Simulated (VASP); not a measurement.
Input of a VASP 6.6.1 run:

The input INCAR:

```
PREC = Accurate ; ENCUT = 600
EDIFF = 1E-7 ; ISMEAR = -1
SIGMA = 0.05 ; LREAL = F
LASPH = T ; NELM = 80
ALGO = Normal ; ISIF = 3
LWAVE = F ; LCHARG = F
IBRION = 2 ; NSW = 40
EDIFFG = -0.005 ; KPAR = 4
```

KPOINTS

```
regular mesh
0
Gamma
  12 12 8
```

The input POSCAR:

```
BN
1.0
    2.5500000000      0.0000000000      0.0000000000
   -1.2750000000      2.2083647797      0.0000000000
    0.0000000000      0.0000000000      4.2100000000
B N
2 2
Direct
    0.3333333333      0.6666666667      0.0000000000
    0.6666666667      0.3333333333      0.5000000000
    0.3333333333      0.6666666667      0.3745000000
    0.6666666667      0.3333333333      0.8745000000
```

Potentials or basis: VASP PAW LDA potentials, release 64 (B, N).

Run with:

```console
$ cat potpaw_LDA.64/B/POTCAR potpaw_LDA.64/N/POTCAR > POTCAR
$ mpirun -np 4 vasp_std > vasp.out
```

**Question.** Estimate the space group after relaxing (to 0.05 Å).

**Answer.** P6_3mc (No. 186).

**Question.** Predict the relaxed cell.

**Answer.** a = 2.525 Å, b = 2.525 Å, c = 4.177 Å, α = 90.00°, β = 90.00°, γ = 120.00°.

Final structure:
```xyz
4
Lattice="2.5247 0.0000 0.0000 -1.2623 2.1864 0.0000 0.0000 0.0000 4.1774" Properties=species:S:1:pos:R:3 pbc="T T T"
B     0.0000    1.4576    0.0002
B     1.2623    0.7288    2.0889
N     0.0000    1.4576    1.5642
N     1.2623    0.7288    3.6529
```
